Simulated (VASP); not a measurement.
Energy against volume of Ti (hcp). The numbers are results of PBE GGA with D3 dispersion (Becke-Johnson damping), VASP's PBE PAW potentials (set 64) (plane waves; VASP 6.6.1), not measurements. Run with 520 eV cut-off, 14×14×8 Γ-centred mesh, first-order Methfessel-Paxton smearing of 0.10 eV, potentials Ti_sv.

Shape and ions are relaxed at each volume.

| V (Å³/atom) | E (eV/atom) |
|---|---|
| 15.477 | -8.43127 |
| 15.971 | -8.44998 |
| 16.465 | -8.45587 |
| 16.959 | -8.45054 |

Q: Fit these four points and predict the energy of the run at 17.453 Å³/atom.

A: A cubic in V^(−2/3), the third-order Birch-Murnaghan form, passes through the four points with V0 = 16.47 Å³/atom and B0 = 121 GPa, and gives -8.4354 eV/atom there. The run gave -8.4354 eV/atom, -0.0 meV/atom from the fit; all five points give B0 = 121 GPa.

The compound is Ti in the hcp structure. It was relaxed first, which changed the volume by -7 %.
